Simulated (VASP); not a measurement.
A convergence study with VASP on HgS (zinc blende): one setting is varied, all else stays as given below, so the limit is that of these other settings.

```
CELL_PARAMETERS angstrom
      0.00000     2.92500     2.92500
      2.92500     0.00000     2.92500
      2.92500     2.92500     0.00000
ATOMIC_POSITIONS crystal
  Hg 0.00000 0.00000 0.00000
  S  0.25000 0.25000 0.25000
```

Level of theory: PBE GGA, VASP's PBE PAW potentials (set 64) (plane waves; VASP). The tightest run used: 550 eV cut-off, 17×17×17 Γ-centred mesh, Gaussian smearing of 0.050 eV, potentials Hg S.

### Question
The settings run are 1×1×1 mesh; 2×2×2 mesh; 3×3×3 mesh; 4×4×4 mesh; 5×5×5 mesh; 6×6×6 mesh; 7×7×7 mesh; 8×8×8 mesh; 9×9×9 mesh; 10×10×10 mesh; 11×11×11 mesh; 12×12×12 mesh; 13×13×13 mesh; 14×14×14 mesh; 15×15×15 mesh; 16×16×16 mesh; 17×17×17 mesh. From which on does the energy per atom stay within 0.005 eV/atom of the tightest run?

### Answer
From 6×6×6 mesh on: it is off by 0.0030 there and by no more than 0.005 in any finer run, while 5×5×5 mesh is off by 0.0083.
```csv
setting,E (eV/atom),pressure (GPa),irreducible k-points,difference judged (eV/atom)
1×1×1 mesh,3.0299,57.89,1,5.2805
2×2×2 mesh,-1.7480,8.45,3,0.5026
3×3×3 mesh,-2.1472,5.67,4,0.1034
4×4×4 mesh,-2.2239,4.97,8,0.0267
5×5×5 mesh,-2.2423,4.77,10,0.0083
6×6×6 mesh,-2.2475,4.70,16,0.0030
7×7×7 mesh,-2.2493,4.68,20,0.0012
8×8×8 mesh,-2.2500,4.67,29,0.0006
9×9×9 mesh,-2.2503,4.67,35,0.0003
10×10×10 mesh,-2.2504,4.66,47,0.0002
11×11×11 mesh,-2.2505,4.66,56,0.0001
12×12×12 mesh,-2.2505,4.66,72,0.0000
13×13×13 mesh,-2.2505,4.66,84,0.0000
14×14×14 mesh,-2.2506,4.66,104,0.0000
15×15×15 mesh,-2.2506,4.66,120,0.0000
16×16×16 mesh,-2.2506,4.66,145,0.0000
17×17×17 mesh,-2.2506,4.66,165,0.0000
```

Left out are rungs that failed or repeat a setting and relaxations that didn't move; long series are thinned to 24 rows.

The compound is HgS in the zinc blende structure, metacinnabar; cinnabar is the stable form. The cell was not relaxed at this level.
